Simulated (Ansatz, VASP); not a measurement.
# TiO2: VASP beside Ansatz, part 2 of 2

One calculation is typed for both programs; each brings its own data sets. How far apart do they land? The cell is taken from a series of runs on this material, whose earlier steps may have relaxed, scaled, displaced or heated it; both programs get it as it stands.

VASP 6.6.1 and Ansatz 0.2.0.

So far: Starting point; VASP: G0W0 gap, LDA.

## (3) Ansatz: G0W0 gap, LDA

Level of this step: Ansatz beside VASP: Kohn-Sham DFT, plane waves, LDA (Ansatz).

Ansatz runs on its PAW soft_1 files.

The same cell, functional (in two slightly different forms) and mesh now go to Ansatz, which takes its cutoff from its data sets.

Contents of input.yaml:

```yaml
crystal:
  lattice:
    - [4.5226228022, 0.0, 0.0]
    - [0.0, 5.51961944, 0.0]
    - [0.0, 0.0, 4.90919686]
  atoms:
    - { symbol: Ti, position: [0.5, 0.6729646261, 0.75] }
    - { symbol: Ti, position: [0.0, 0.8270353739, 0.25] }
    - { symbol: Ti, position: [0.5, 0.3270353739, 0.25] }
    - { symbol: Ti, position: [0.0, 0.1729646261, 0.75] }
    - { symbol: O, position: [0.7271634211, 0.6210825866, 0.0821534767] }
    - { symbol: O, position: [0.2271634211, 0.8789174134, 0.9178465233] }
    - { symbol: O, position: [0.7728365789, 0.8789174134, 0.5821534767] }
    - { symbol: O, position: [0.2728365789, 0.6210825866, 0.4178465233] }
    - { symbol: O, position: [0.7271634211, 0.3789174134, 0.5821534767] }
    - { symbol: O, position: [0.2271634211, 0.1210825866, 0.4178465233] }
    - { symbol: O, position: [0.7728365789, 0.1210825866, 0.0821534767] }
    - { symbol: O, position: [0.2728365789, 0.3789174134, 0.9178465233] }
kpoints:
  mp_grid: { grid: [4, 2, 4] }
hamiltonian:
  xc: lda
  pseudopotentials: { kind: paw, azcp: { folder: soft_1 }, xc_functional: pbe }
scf:
  occupations: { method: fixed }
gw:
  n_empty_bands: 463
  ecut_chi: 140
  qp_bands: [v4, c4]
  qp_kpoints: band_edges
  screening: { model: contour_deformation }
```

The run is started by

```console
$ ansatz run input.yaml --threads 2 --pin off --max-ram 92160MiB --backend cuda --events-out ev --progress --plain --runs-dir out --devices 1 --max-vram 13GiB
```

Numbers of over 12 decimals in the logs are rounded to 6 here.

The log of the run:

```text
GPUs: using 1 of 1 available (devices: 1).
Engine: ansatz 0.2.0, x86_64-unknown-linux-gnu
Pseudopotentials: kind: paw
Pseudopotential: Ti, paw, valence charge 12, recommended cutoff 420 eV (normal), soft_1/Ti.paw.azcp
Pseudopotential: O, paw, valence charge 6, recommended cutoff 420 eV (normal), soft_1/O.paw.azcp
Functional definition: SPW92
  exchange = slater_x
  correlation = pw_c
device memory: the entry about to start is reckoned to put 1.8 GiB on a device that reports 73.1 GiB free (of which the cap on the GPU budget leaves the run 13.0 GiB)
GPU FFT provider: cuFFT
GPU libraries: cuBLAS 13.8.2, cuFFT 12.4.0, cuSOLVER 12.3.4
Crystal: 12 atoms, lattice volume = 122.549 Å³
Basis set: ecut = 420 eV, 2405 PW (Γ)
Bands: 60, of which v1, the nominal top of the filled ones, is band 48 counted from 1 (47 counted from 0)
Symmetry: 8 space group operations
Space group: Pbcn (ITA 60), of the structure as read, at distance tolerance 5.0e-5 Å
k-points: 18 of 32
Non-local potential: Ti, projectors of the file, l = 0: 3, l = 1: 2, l = 2: 3, l = 3: 1
Non-local potential: O, projectors of the file, l = 0: 2, l = 1: 2, l = 2: 1
PAW form: soft (Blöchl's): semilocal exchange-correlation on the pseudo side does not see the compensation charge
PAW frozen core: Ti, regenerated for the run's functional, and the local potential with it (the file was generated under x = pbe(κ = 0.804, μ = 0.219515), c = pbe(β = 0.066725))
PAW frozen core: O, regenerated for the run's functional, and the local potential with it (the file was generated under x = pbe(κ = 0.804, μ = 0.219515), c = pbe(β = 0.066725))
PAW one-centre angular grid: Ti, 590 points (default); XC on 64 Gauss nodes
PAW one-centre angular grid: O, 110 points (default); XC on 64 Gauss nodes
Initial density: superposition of atomic densities (chi_scale 0.1, normalization cell, long waves kept (reshape's long-wave potential 0.00 eV rms))
Initial wavefunctions: pseudopotential atomic-orbital guess
GPU buffer pool allocated for 46080 grid points (all kernels)
GPU transforms: local potential and band sums: pruned to the plane-wave sphere, on 32×40×36
Functional: x = slater, c = lda
SCF iter   1: F=—  HF=-14261.281844 eV  |F-HF|=—  |Δ(HF+E_count)|=         —  Δρ=5.37e-2  dr2=3.06e0  ethr=3.10e-3  ⟨swp⟩=3.1  Hψ=3076  notcnv=0  defer=119
preconditioner: auto → Resta (q_TF=auto, 2.619 Å⁻¹)  ε∞=8.8  [insulator: Δε(μ)=2.608 eV  Ē_g=9.616 eV  n_scr=34 (ndim 8)  ℏωp=26.8 eV  f_vac=0.000  ε∞_Penn≈8.8]
SCF iter   2: F=—  HF=-14261.032368 eV  |F-HF|=—  |Δ(HF+E_count)|=   2.49e-1  Δρ=3.22e-2  dr2=9.62e-1  ethr=3.10e-3  ⟨swp⟩=3.0  Hψ=1891  notcnv=0  defer=131
SCF iter   3: F=—  HF=-14260.947726 eV  |F-HF|=—  |Δ(HF+E_count)|=   8.46e-2  Δρ=2.17e-2  dr2=5.99e-1  ethr=1.00e-3  ⟨swp⟩=2.0  Hψ=1486  notcnv=0  defer=122
SCF iter   4: F=—  HF=-14260.841046 eV  |F-HF|=—  |Δ(HF+E_count)|=   1.07e-1  Δρ=4.13e-3  dr2=1.87e-2  ethr=6.24e-4  ⟨swp⟩=2.0  Hψ=1570  notcnv=0  defer=122
SCF iter   5: F=—  HF=-14260.842206 eV  |F-HF|=—  |Δ(HF+E_count)|=   1.16e-3  Δρ=1.27e-3  dr2=2.54e-3  ethr=1.95e-5  ⟨swp⟩=2.6  Hψ=1475  notcnv=0  defer=173
SCF iter   6: F=—  HF=-14260.842171 eV  |F-HF|=—  |Δ(HF+E_count)|=   3.46e-5  Δρ=2.72e-4  dr2=7.39e-5  ethr=2.65e-6  ⟨swp⟩=2.0  Hψ=1437  notcnv=0  defer=173
SCF iter   7: F=—  HF=-14260.842176 eV  |F-HF|=—  |Δ(HF+E_count)|=   4.44e-6  Δρ=3.90e-5  dr2=1.94e-6  ethr=7.70e-8  ⟨swp⟩=2.3  Hψ=1537  notcnv=0  defer=116
SCF iter   8: F=-14260.842176 eV  HF=-14260.842176 eV  |F-HF|=4.64e-8  |Δ(HF+E_count)|=   1.64e-7  Δρ=8.88e-6  dr2=8.16e-8  ethr=1.04e-10  ⟨swp⟩=8.3  Hψ=4221  notcnv=0
SCF 1 converged in 8 iterations: F = -14260.842176 eV  dr2 = 8.16e-8
  greatest PAW one-centre occupation: 0.998 electrons in one spin orbital (limit 2), on the Ti atom at site 3 (counted from 0), in its partial waves of l = 0
device memory: the entry about to start is reckoned to put 2.1 GiB (of the 2.2 GiB reckoned in all, the device holds 0.1 GiB already) on a device that reports 71.4 GiB free (of which the cap on the GPU budget leaves the run 13.0 GiB)
NSCF: frozen V_eff on 18 k-points
the band table was solved once the SCF had ended and its energy, with any forces and stress, was formed, with the checks that follow a solve (4165 applications of the Hamiltonian). They found nothing against the state; the energy, forces and stress were not computed again (output.eigenvalues in the input reference)
device memory: the entry about to start is reckoned to put 3.6 GiB on a device that reports 70.7 GiB free (of which the cap on the GPU budget leaves the run 13.0 GiB)
NSCF: frozen V_eff on 18 k-points
G₀W₀ screening: q 1/18
[... further progress lines ...]
SCF converged after 8 iterations
Free energy (F): -14260.842176 eV
Harris-Foulkes:  -14260.842176 eV  (|F-HF|=4.64e-8)
Internal energy: -14260.842176 eV  (E = F + TS)
E sigma→0 (E₀):  -14260.842176 eV
Fermi energy:    8.607666 eV
--- Per-component energies (eV) ---
  E_band       = -776.193882
[...]
4    51     11.6424   -13.9285    -7.2907   -22.6737  0.7074    13.1566    13.0969  root
     4    52     11.6424   -13.9285    -7.2907   -22.6737  0.7074    13.1566    13.0969  root
     5    45      8.1451   -25.4607     4.4785   -20.8597  0.7089     8.0223     8.0226  root
     5    46      8.1451   -25.4607     4.4785   -20.8597  0.7089     8.0223     8.0226  root
     5    47      8.1451   -25.4607     4.4785   -20.8597  0.7089     8.0223     8.0226  root
     5    48      8.1451   -25.4607     4.4785   -20.8597  0.7089     8.0223     8.0226  root
     5    49     11.4622   -13.8959    -7.0768   -22.4125  0.7127    12.9559    12.9020  root
     5    50     11.4622   -13.8959    -7.0768   -22.4125  0.7127    12.9559    12.9020  root
     5    51     11.4622   -13.8959    -7.0768   -22.4125  0.7127    12.9559    12.9020  root
     5    52     11.4622   -13.8959    -7.0768   -22.4125  0.7127    12.9559    12.9020  root
     6    45      7.8354   -25.6788     4.2287   -21.3722  0.7142     7.7574     7.7575  root
     6    46      8.0479   -25.2489     4.5954   -20.5066  0.7068     7.9006     7.9011  root
     6    47      8.1950   -25.1949     4.0457   -21.1016  0.7107     8.1474     8.1475  root
     6    48      8.4527   -25.5681     4.4007   -21.0686  0.7102     8.3537     8.3539  root
     6    49     11.3581   -13.6853    -6.9991   -22.1421  0.7190    12.8671    12.8158  root
     6    50     11.4089   -13.5446    -7.3749   -22.4113  0.7138    12.9588    12.9007  root
     6    51     11.4092   -13.7444    -7.2460   -22.4764  0.7146    12.9526    12.8952  root
     6    52     11.6998   -13.8354    -7.3525   -22.6422  0.7059    13.2130    13.1541  root
     7    45      7.7964   -25.4232     4.2861   -21.0409  0.7107     7.7001     7.7003  root
     7    46      7.9073   -25.4208     4.2855   -21.0262  0.7143     7.7980     7.7982  root
     7    47      8.2203   -25.5795     4.5430   -20.9126  0.7086     8.0962     8.0965  root
     7    48      8.3947   -25.6796     4.5344   -21.0268  0.7090     8.2760     8.2763  root
     7    49     11.3941   -13.8651    -6.9896   -22.3147  0.7178    12.9064    12.8539  root
     7    50     11.4511   -13.6354    -7.1578   -22.2448  0.7146    12.9572    12.9026  root
[...]
17    45      7.7528   -25.2672     4.4943   -20.6395  0.7072     7.6192     7.6195  root
    17    46      7.7528   -25.2672     4.4943   -20.6395  0.7072     7.6192     7.6195  root
    17    47      7.7528   -25.2672     4.4943   -20.6395  0.7072     7.6192     7.6195  root
    17    48      7.7528   -25.2672     4.4943   -20.6395  0.7072     7.6192     7.6195  root
    17    49     11.5929   -13.9919    -6.9976   -22.4254  0.7132    13.0830    13.0289  root
    17    50     11.5929   -13.9919    -6.9976   -22.4254  0.7132    13.0830    13.0289  root
    17    51     11.5929   -13.9919    -6.9976   -22.4254  0.7132    13.0830    13.0289  root
    17    52     11.5929   -13.9919    -6.9976   -22.4254  0.7132    13.0830    13.0289  root
```

## (4) Comparison

Known differences besides the potentials themselves: the two LDA forms differ slightly; fixed occupations in Ansatz, narrow Gaussian smearing in VASP; the cutoff is 420 eV in Ansatz and 440 eV in VASP; VASP's log shows a relativistic correction to its local exchange, Ansatz's none; Ansatz integrates over frequency by contour deformation, VASP on a grid of NOMEGA points. Total energies have different zeros and are not compared.

Both answers:

| quantity | Ansatz | VASP | difference |
| --- | --- | --- | --- |
| G0W0 gap on the mesh (eV) | 4.08 | 4.20 | -0.12 |
| Kohn-Sham gap under it (eV) | 2.55 | 2.55 | 0.00 |

## (5) Outcome

```
difference in G0W0 gap on the mesh (G0W0 gap, LDA) : -0.12 eV
```

What this shows: The difference in G0W0 gap on the mesh is -0.12 eV (G0W0 gap, LDA). Such differences can come from data sets, numerical settings and the points named under the comparisons, not from the functional's error against experiment.

[Lines on the potential files, build, host, timing and source positions are cut from VASP's logs without a mark.]

[Logs are printed without paths, hosts, clocks, repeated set-up lines and the standing remarks that a program may print on its own settings, such as how far it seeks lower states.]

[Hosts, paths, dates, database ids (printed as entryN), source tags and the programs' standing remarks are cut or masked in the printed files.]
